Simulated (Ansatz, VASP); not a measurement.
# TiAl3: VASP beside Ansatz

Aim: how closely do two programs agree when they are given the same cell, functional and k mesh? The cell is taken from a series of runs on this material, whose earlier steps may have relaxed, scaled, displaced or heated it; both programs get it as it stands.

Calculated with Ansatz 0.2.0; plane waves, with VASP 6.6.1 beside it; zone-centre phonons at PBEsol.

## (1) Starting point

The structure is tetragonal, space group I4/mmm (No. 139). Conventional cell: a = 3.739 Å, b = 3.739 Å, c = 8.371 Å, α = 90.00°, β = 90.00°, γ = 90.00°. Al has 4 Ti at 2.64 Å and 8 Al at 2.81 Å nearest. Al has 8 Al at 2.64 to 2.81 Å and 4 Ti at 2.81 Å nearest. Nearest to Ti lie 12 Al at 2.64 to 2.81 Å. Farther neighbours are not listed.

Coordinates:

```cif
data_structure
_symmetry_space_group_name_H-M 'P 1'
_symmetry_Int_Tables_number 1
_cell_length_a 4.9505
_cell_length_b 4.9505
_cell_length_c 4.9505
_cell_angle_alpha 135.628
_cell_angle_beta 135.628
_cell_angle_gamma 64.556
_cell_volume 58.51
loop_
_atom_site_label
_atom_site_type_symbol
_atom_site_fract_x
_atom_site_fract_y
_atom_site_fract_z
_atom_site_occupancy
Al1 Al 0.50000 0.50000 0.00000 1
Al2 Al 0.75000 0.25000 0.50000 1
Al3 Al 0.25000 0.75000 0.50000 1
Ti4 Ti 0.00000 0.00000 0.00000 1
```

## (2) Ansatz: zone-centre phonons, PBEsol

Ansatz runs on its PAW soft_1 files.

Second derivatives magnify differences that forces hide, and they need a tight electronic threshold.

File input.yaml:

```yaml
crystal:
  lattice:
    - [-1.869391334, 1.869391334, 4.1854919768]
    - [1.869391334, -1.869391334, 4.1854919768]
    - [1.869391334, 1.869391334, -4.1854919768]
  atoms:
    - { symbol: Al, position: [0.5, 0.5, 0.0] }
    - { symbol: Al, position: [0.75, 0.25, 0.5] }
    - { symbol: Al, position: [0.25, 0.75, 0.5] }
    - { symbol: Ti, position: [0.0, 0.0, 0.0] }
kpoints:
  mp_grid: { grid: [16, 16, 16] }
hamiltonian:
  xc: pbesol
  pseudopotentials: { kind: paw, azcp: { folder: soft_1 }, xc_functional: pbe }
scf:
  occupations: { method: methfessel_paxton, width: 0.2 }
output:
  eigenvalues: true
phonons:
  method: dfpt
```

The run is started by

```
ansatz run input.yaml --threads 4 --pin off --max-ram 16384MiB --backend cpu --events-out ev --progress --plain --runs-dir out
```

Numbers of over 12 decimals in the logs are rounded to 6 here.

Output:

```text
zone centre: on kpoints.mp_grid the ground state, and the responses unless they are solved on pairs of k-points, stand on 621 of the mesh's 4096 k-points, reduced under 4 symmetry operations, with k and −k counted as one. Each operation leaves every solved displacement unchanged or reverses it
Engine: ansatz 0.2.0, aarch64-unknown-linux-gnu
Pseudopotentials: kind: paw
Pseudopotential: Al, paw, valence charge 3, recommended cutoff 420 eV (normal), soft_1/Al.paw.azcp
Pseudopotential: Ti, paw, valence charge 12, recommended cutoff 420 eV (normal), soft_1/Ti.paw.azcp
Functional definition: PBEsol
  exchange = pbesol_x
  correlation = pbesol_c
Crystal: 4 atoms, lattice volume = 58.507 Å³
Basis set: ecut = 420 eV, 1161 PW (Γ), exchange–correlation on 72×72×72 points (8 copies of the dense FFT grid, shifted against one another)
Bands: 15, of which v1, the nominal top of the filled ones, is band 11 counted from 1 (10 counted from 0)
Symmetry: 16 space group operations
k-points: 621 of 4096 (irreducible under 4 space group operations, time reversal used)
Non-local potential: Al, projectors of the file, l = 0: 2, l = 1: 2, l = 2: 1
Non-local potential: Ti, projectors of the file, l = 0: 3, l = 1: 2, l = 2: 3, l = 3: 1
PAW form: soft (Blöchl's): semilocal exchange-correlation on the pseudo side does not see the compensation charge
PAW frozen core: Al, regenerated for the run's functional, and the local potential with it (the file was generated under x = pbe(κ = 0.804, μ = 0.219515), c = pbe(β = 0.066725))
PAW frozen core: Ti, regenerated for the run's functional, and the local potential with it (the file was generated under x = pbe(κ = 0.804, μ = 0.219515), c = pbe(β = 0.066725))
PAW one-centre angular grid: Al, 110 points (default); XC on 64 Gauss nodes
PAW one-centre angular grid: Ti, 590 points (default); XC on 64 Gauss nodes
Initial density: superposition of atomic densities (chi_scale 0.1, normalization cell, long waves kept (reshape's long-wave potential 0.00 eV rms))
Initial wavefunctions: pseudopotential atomic-orbital guess
Functional: x = pbesol(κ = 0.804, μ = 0.123457), c = pbesol(β = 0.046)
SCF iter   1: F=—  HF=-4049.464461 eV  |F-HF|=—  |Δ(HF+E_count)|=         —  Δρ=3.19e-2  dr2=6.80e-1  ethr=3.10e-3  ⟨swp⟩=5.1  Hψ=47988  notcnv=0
preconditioner: auto → Kerker (q_TF=auto, 2.300 Å⁻¹)  [metal: Δε(μ)=0.000 eV  Ē_g=5.852 eV  σ=0.200 eV  W_gap=0.00  n_scr=10 (ndim 8)  ℏωp=17.5 eV  f_vac=0.000  D(μ)=1.56/eV (n_scr^D=10)]
SCF iter   2: F=—  HF=-4049.243347 eV  |F-HF|=—  |Δ(HF+E_count)|=   2.21e-1  S|Δr|=    0.00e0  Δρ=2.00e-2  dr2=3.03e-1  ethr=3.10e-3  ⟨swp⟩=2.0  Hψ=16614  notcnv=0
SCF iter   3: F=—  HF=-4049.078854 eV  |F-HF|=—  |Δ(HF+E_count)|=   1.64e-1  S|Δr|=    0.00e0  Δρ=2.29e-3  dr2=3.24e-3  ethr=1.44e-3  ⟨swp⟩=2.8  Hψ=15468  notcnv=0
SCF iter   4: F=—  HF=-4049.077301 eV  |F-HF|=—  |Δ(HF+E_count)|=   1.55e-3  S|Δr|=    0.00e0  Δρ=5.51e-4  dr2=1.39e-4  ethr=1.55e-5  ⟨swp⟩=2.8  Hψ=15527  notcnv=0
SCF iter   5: F=—  HF=-4049.077250 eV  |F-HF|=—  |Δ(HF+E_count)|=   5.12e-5  S|Δr|=    0.00e0  Δρ=9.69e-5  dr2=8.03e-6  ethr=6.64e-7  ⟨swp⟩=1.9  Hψ=12797  notcnv=0
SCF iter   6: F=—  HF=-4049.077249 eV  |F-HF|=—  |Δ(HF+E_count)|=   1.37e-6  S|Δr|=    0.00e0  Δρ=1.89e-5  dr2=2.24e-7  ethr=3.82e-8  ⟨swp⟩=2.1  Hψ=11359  notcnv=0
SCF iter   7: F=—  HF=-4049.077249 eV  |F-HF|=—  |Δ(HF+E_count)|=   4.58e-8  S|Δr|=    0.00e0  Δρ=2.91e-6  dr2=4.58e-9  ethr=1.06e-9  ⟨swp⟩=2.3  Hψ=12198  notcnv=0
SCF iter   8: F=—  HF=-4049.077249 eV  |F-HF|=—  |Δ(HF+E_count)|=   1.49e-9  S|Δr|=    0.00e0  Δρ=7.15e-7  dr2=3.41e-10  ethr=2.18e-11  ⟨swp⟩=2.6  Hψ=15341  notcnv=0
SCF iter   9: F=-4049.077249 eV  HF=-4049.077249 eV  |F-HF|=2.73e-12  |Δ(HF+E_count)|=  6.91e-11  S|Δr|=    0.00e0  Δρ=1.36e-7  dr2=6.74e-12  ethr=1.00e-12  ⟨swp⟩=3.9  Hψ=38658  notcnv=0
the search or the solves at the SCF's close seem to have found levels that the self-consistency loop had missed (the run counts 1). By its estimate they hold under 1e-12 electrons; where the run keeps them, the occupations were computed again with them
SCF 1 converged in 9 iterations: F = -4049.077249 eV  dr2 = 6.74e-12
  greatest PAW one-centre occupation: 0.998 electrons in one spin orbital (limit 2), on the Ti atom at site 3 (counted from 0), in its partial waves of l = 0
DFPT response loops at Γ: preconditioner auto → Kerker (q_TF=auto, 2.300 Å⁻¹) (partly filled bands, converged f_vac=0.000); β = 1.00, the filter's whole step (`scf.mixing.beta` (0.50) is not read by the response loops under this deck's `scf.mixing.preconditioner`; to damp them name `kerker` or `kerker_dos`, under which they read `scf.mixing.beta`, and type it under 1.00, their step now; both keys bind the ground state too); Broyden in place of MSR1
SCF converged after 9 iterations
Stability not checked: this state was not tested for a lower state beside it, because cold or Methfessel-Paxton smearing, or corrected tetrahedra, fill the levels in a way that the test cannot read (fill_not_monotonic; see scf.lower_state_search)
Free energy (F): -4049.077249 eV
Harris-Foulkes:  -4049.077249 eV  (|F-HF|=2.73e-12)
Internal energy: -4049.078052 eV  (E = F + TS)
E sigma→0 (E₀):  -4049.077450 eV
Entropy (-TS):   0.000804 eV (0.201 meV/atom)
Fermi energy:    10.373203 eV
Step filling:    the computed levels leave a gap of 0.0000 eV = 0.0 smearing widths at the electron count; against every level under it full and every level over it empty, smearing changes F+E_penalty+E_count by +0.302 meV and its σ→0 estimate by +0.101 meV
--- Per-component energies (eV) ---
  E_band       = -134.517803
  E_kinetic    = 356.092532
  E_local      = -1214.977422  (includes V_loc(G=0)·N_el)
  E_nonlocal   = 95.038457
  E_hartree    = 526.101142
  E_xc         = -231.049923
  E_vxc        = -237.626537  (∫ρ·V_xc dr)
  E_paw        = -2388.895745  (= ΣΔE_a)
  E_vpaw       = -185.246985  (= ΣTr[D̂ρ^β])
  E_aug_tail   = -0.000093  (compensation charges beyond the density's cutoff)
  E_ewald      = -1191.583802
  E_core_change = 0.196802  (= ΣΔE_core)
  E_smearing   = 0.000804  (= −TS)
  E_closure    = -0.000000  (closes the sum)
  Σ components = -4049.077249   (vs F -4049.077249, Δ=0.00e0)
--- Band table (eV; the first three rows and the last of 621) ---
  k-point 0: bands = [... 7 lower, 8.8084, 9.0757, 9.0757, 11.2760, 12.2725, 12.2725, 12.6129, 13.2974]
  k-point 1: bands = [... 7 lower, 8.7262, 8.8308, 9.0934, 10.8778, 12.3658, 12.4107, 12.5033, 13.5175]
  k-point 2: bands = [... 7 lower, 8.2691, 8.5229, 9.1239, 10.0772, 12.3721, 12.5715, 12.5854, 13.8212]
  k-point 620: bands = [... 7 lower, 9.4862, 9.4862, 10.0942, 11.1073, 11.1073, 11.4153, 13.5629, 15.7573]
--- Phonons (Γ-DFPT): 6 representative perturbations + reference, on 621 of 4096 k-points (Σ response iterations 18) ---
  k mesh reduced under 4 symmetry operations, with k and −k counted as one. Each operation leaves every solved displacement unchanged or reverses it
  ASR residual: 2.835e-5 → 0.000e0 eV/Å²; symmetrization residual: 3.665e-6 eV/Å²
  ASR residual per site (eV/Å²): 2.62e-5 1.59e-5 1.59e-5 2.84e-5
  Γ frequencies (cm⁻¹): 0.00 0.00 0.00 224.24 251.65 251.65 284.42 367.48 378.00 378.00 382.93 382.93
  non-analytic LO–TO correction: not included (Born effective charges unavailable; polar crystals: no LO–TO splitting at Γ)
```

In the SCF lines HF is the Harris–Foulkes energy and dr2 the Hartree energy of the density residual, in eV; the loop may stop once dr2 is under the threshold and the program's other checks hold. Hψ counts applications of the Hamiltonian.

(Part 1 of 3 ends here.)

[Lines on the potential files, build, host, timing and source positions are cut from VASP's logs without a mark.]

[Logs are printed without paths, hosts, clocks, repeated set-up lines and the standing remarks that a program may print on its own settings, such as how far it seeks lower states.]

[Hosts, paths, dates, database ids (printed as entryN), source tags and the programs' standing remarks are cut or masked in the printed files.]
